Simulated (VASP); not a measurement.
Output of a VASP run:

File OUTCAR:
```
 ion  position               nearest neighbor table
   1  0.500  0.500  0.500-   5 2.70   7 2.70   8 2.70   6 2.70   3 2.70   4 2.70   8 2.74   5 2.74
                             6 2.74   7 2.74   4 2.74   3 2.74   2 3.38   2 3.38
   2  0.000  0.000  0.000-   3 1.82   4 1.82   5 1.82   6 1.82   7 1.82   8 1.82   1 3.38   1 3.38
  LATTYP: Found a trigonal (rhomboedric) cell.
 ALAT       =     4.7595074476
 COS(alpha) =    -0.1640065050
 Subroutine PRICEL returns:
 Original cell was already a primitive cell.
 Subroutine GETGRP returns: Found 12 space group operations
The static configuration has the point symmetry D_3d.
The dynamic configuration has the point symmetry D_3d.
 Subroutine INISYM returns: Found 12 space group operations
 Subroutine IBZKPT returns following result:
 Found     19 irreducible k-points:

 Following reciprocal coordinates:
            Coordinates               Weight
  0.000000  0.000000  0.000000      1.000000
  0.200000 -0.000000  0.000000      6.000000
  0.400000  0.000000  0.000000      6.000000
  0.200000  0.200000  0.000000      6.000000
  0.400000  0.200000  0.000000     12.000000
 -0.400000  0.200000  0.000000     12.000000
 -0.200000  0.200000  0.000000      6.000000
  0.400000  0.400000  0.000000      6.000000
 -0.400000  0.400000  0.000000      6.000000
  0.200000  0.200000  0.200000      2.000000
  0.400000  0.200000  0.200000      6.000000
 -0.400000  0.200000  0.200000      6.000000
 -0.200000  0.200000  0.200000      6.000000
  0.400000  0.400000  0.200000      6.000000
 -0.400000  0.400000  0.200000     12.000000
 -0.200000  0.400000  0.200000     12.000000
 -0.400000 -0.400000  0.200000      6.000000
  0.400000  0.400000  0.400000      2.000000
 -0.400000  0.400000  0.400000      6.000000
   k-points           NKPTS =     19   k-points in BZ     NKDIM =     19   number of bands    NBANDS=     37
   number of dos      NEDOS =    301   number of ions     NIONS =      8
   total plane-waves  NPLWV =  32768
   dimension x,y,z NGX =    32 NGY =   32 NGZ =   32
   dimension x,y,z NGXF=    64 NGYF=   64 NGZF=   64
   ions per type =               1   1   6
   PREC   = accura    normal or accurate (medium, high low for compatibility)
   ISTART =      0    job   : 0-new  1-cont  2-samecut
   ICHARG =      2    charge: 1-file 2-atom 10-const
   ISPIN  =      1    spin polarized calculation?
   LNONCOLLINEAR =      F non collinear calculations
   LSORBIT =      F    spin-orbit coupling
   INIWAV =      1    electr: 0-lowe 1-rand  2-diag
   ENCUT  =  400.0 eV  29.40 Ry    5.42 a.u.   7.76  7.76  7.76*2*pi/ulx,y,z
   NELM   =    100;   NELMIN=  2; NELMDL= -5     # of ELM steps
   EDIFF  = 0.1E-05   stopping-criterion for ELM
   LREAL  =      F    real-space projection
   NLSPLINE    = F    spline interpolate recip. space projectors
   LMAXMIX     =    4 max onsite mixed and CHGCAR
   VOSKOWN=      0    Vosko Wilk Nusair interpolation
   EDIFFG = 0.1E-04   stopping-criterion for IOM
   NSW    =      0    number of steps for IOM
   NBLOCK =      1;   KBLOCK =      1    inner block; outer block
   IBRION =     -1    ionic relax: 0-MD 1-quasi-New 2-CG
   NFREE  =      0    steps in history (QN), initial steepest desc. (CG)
   ISIF   =      2    stress and relaxation
   ISYM   =      2    0-nonsym 1-usesym 2-fastsym
   TEIN   =    0.0    initial temperature
   TEBEG  =    0.0;   TEEND  =   0.0 temperature during run
   SMASS  =  -3.00    Nose mass-parameter (am)
   PSTRESS=    0.0 pullay stress
   NELECT =      62.0000    total number of electrons
   EFERMI =   0.00;   METHOD = LEGACY
   ISMEAR =     0;   SIGMA  =   0.01  broadening in eV -4-tet -1-fermi 0-gaus
   IALGO  =     38    algorithm
   LDIAG  =      T    sub-space diagonalisation (order eigenvalues)
   IMIX   =      4    mixing-type and parameters
     AMIX     =   0.40;   BMIX     =  1.00
     AMIX_MAG =   1.60;   BMIX_MAG =  1.00
     AMIN     =   0.10
   GGA     = PS    functional components
   VOSKOWN =     0    Vosko Wilk Nusair interpolation
   LHFCALC =     F    Hartree Fock is set to
...
```

### OSZICAR
```
       N       E                     dE             d eps       ncg     rms          rms(c)
DAV:   1     0.582770229081E+03    0.58277E+03   -0.28491E+04  1406   0.144E+03
DAV:   2     0.760059443939E+01   -0.57517E+03   -0.54552E+03  1634   0.411E+02
DAV:   3    -0.481763614496E+02   -0.55777E+02   -0.55163E+02  1561   0.146E+02
DAV:   4    -0.507968620956E+02   -0.26205E+01   -0.26144E+01  2207   0.261E+01
DAV:   5    -0.508511704153E+02   -0.54308E-01   -0.54267E-01  1937   0.322E+00    0.312E+01
DAV:   6    -0.509748858168E+02   -0.12372E+00   -0.19227E+02  1742   0.111E+02    0.555E+01
DAV:   7    -0.389058114907E+02    0.12069E+02   -0.24041E+01  1676   0.795E+01    0.105E+01
DAV:   8    -0.390704150383E+02   -0.16460E+00   -0.33851E+00  1516   0.922E+00    0.584E+00
DAV:   9    -0.390324268864E+02    0.37988E-01   -0.20176E-01  1752   0.354E+00    0.524E-01
DAV:  10    -0.390333065340E+02   -0.87965E-03   -0.12731E-02  2311   0.148E+00    0.266E-01
DAV:  11    -0.390341332018E+02   -0.82667E-03   -0.31560E-03  1995   0.110E+00    0.185E-01
DAV:  12    -0.390339350418E+02    0.19816E-03   -0.94629E-04  1823   0.871E-01    0.668E-02
DAV:  13    -0.390339430491E+02   -0.80073E-05   -0.14235E-04  2051   0.158E-01    0.284E-02
DAV:  14    -0.390339457891E+02   -0.27400E-05   -0.23841E-05  2071   0.939E-02    0.791E-03
DAV:  15    -0.390339458493E+02   -0.60154E-07   -0.72641E-06  1726   0.437E-02
   1 F= -.39033946E+02 E0= -.39033946E+02  d E =-.681851E-37
```

**OUTCAR**
```
------------------------ aborting loop because EDIFF is reached ----------------------------------------
  FORCE on cell =-STRESS in cart. coord.  units (eV):
  Direction    XX          YY          ZZ          XY          YZ          ZX
  --------------------------------------------------------------------------------------
  Total      -10.5912429    -10.5912430    -11.0494867      0.0000000      0.0000016      0.0000000
  in kB     -164.9436997   -164.9437015   -172.0802009      0.0000000      0.0000255      0.0000000
  external PRESSURE =    -167.3225341 kB  Pullay stress =       0.0000000 kB
  volume of cell :      102.88
      direct lattice vectors                 reciprocal lattice vectors
     3.630987000  2.096351000  2.252588000     0.137703605  0.079503213  0.147977952
    -3.630987000  2.096351000  2.252588000    -0.137703605  0.079503213  0.147977952
     0.000000000 -4.192703000  2.252588000     0.000000000 -0.159006426  0.147977917
 POSITION                                       TOTAL-FORCE (eV/Angst)
 -----------------------------------------------------------------------------------
      0.00000     -0.00000      3.37888         0.000000      0.000000      0.000000
      0.00000      0.00000      0.00000         0.000000      0.000000      0.000000
      0.00000      2.74266      3.40625         0.000000      0.495232      0.249346
      0.00000     -2.74266      3.35151         0.000000     -0.495232     -0.249346
     -2.37521     -1.37133      3.40625        -0.428884     -0.247616      0.249346
      2.37521      1.37133      3.35151         0.428884      0.247616     -0.249346
      2.37521     -1.37133      3.40625         0.428884     -0.247616      0.249346
     -2.37521      1.37133      3.35151        -0.428884      0.247616     -0.249346
 -----------------------------------------------------------------------------------
    total drift:                               -0.000000     -0.000000      0.000000
  FREE ENERGIE OF THE ION-ELECTRON SYSTEM (eV)
  ---------------------------------------------------
  free  energy   TOTEN  =       -39.0339458493 eV

  energy  without entropy=      -39.0339458493  energy(sigma->0) =      -39.03394585
```
(Selected blocks of OUTCAR.)

File POSCAR:
```
SrNiF6
1
    3.6309870000     2.0963510000     2.2525880000
   -3.6309870000     2.0963510000     2.2525880000
    0.0000000000    -4.1927030000     2.2525880000
Sr Ni F
1 1 6
Direct
  0.5000000000   0.5000000000   0.5000000000
  0.0000000000   0.0000000000   0.0000000000
  0.7221000000   0.7221000000   0.0679500000
  0.2779000000   0.2779000000   0.9320500000
  0.0679500000   0.7221000000   0.7221000000
  0.9320500000   0.2779000000   0.2779000000
  0.7221000000   0.0679500000   0.7221000000
  0.2779000000   0.9320500000   0.2779000000
```

Problem. Write an INCAR and KPOINTS that could have produced this output.

Solution. One answer among several that fit: the input of the run itself, PBEsol GGA, plane waves, VASP's PBE PAW potentials (set 64).

### INCAR
```
# general
SYSTEM   =  SrNiF6
PREC     =  Accurate
ENCUT    =  400
LREAL    =  .False.
LASPH    =  .True.

# electronic loop
EDIFF    =  1E-6
NELM     =  100
ALGO     =  Normal
LMAXMIX  =  4

# smearing
ISMEAR   =  0
SIGMA    =  0.01

# functional
GGA      =  PS

# ions
ISIF     =  2

# output
LWAVE    =  .False.
LCHARG   =  .False.
```

KPOINTS:
```
Automatic
0
gamma
5 5 5
0 0 0
```

POTCAR, in this order: Sr_sv Ni F (PBE.64 set). Program: vasp_std.

At this cut-off the stress carries a Pulay error, which pulls relaxed volumes low.

The structure comes from a computed database's SrNiF6 entry; how it stands against other phases isn't given here. The cell was not relaxed at this level. The run is not spin-polarised, so no magnetic state was tried.
